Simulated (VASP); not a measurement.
Input:

```
CELL_PARAMETERS angstrom
      0.00000     2.89097     2.89097
      2.89097     0.00000     2.89097
      2.89097     2.89097     0.00000
ATOMIC_POSITIONS crystal
  Tl 0.00000 0.00000 0.00000
  As 0.50000 0.50000 0.50000
```

The numbers are results of PBEsol GGA, VASP's PBE PAW potentials (set 64) (plane waves; VASP), not measurements. Run with 400 eV cut-off, Gaussian smearing of 0.050 eV, potentials Tl_d As.

Task: Give the energies of bands 7 to 12 at the high-symmetry points, in eV from the Fermi level.

Result: 
```tsv
band	Γ	X	U	L	W
7	-1.94	-4.69	-6.04	-7.29	-5.89
8	-0.30	-4.37	-4.11	0.53	-3.63
9	-0.30	-2.25	-1.50	0.53	-3.63
10	-0.30	-2.25	-0.49	2.06	1.87
11	7.71	4.51	5.55	3.42	4.22
12	7.71	9.26	7.00	3.42	6.90
```

It has no gap at this level: it comes out as a metal or semimetal.

The structure was generated: TlAs was put into the rock salt type (Fm-3m), which need not be its known phase. It was relaxed first.
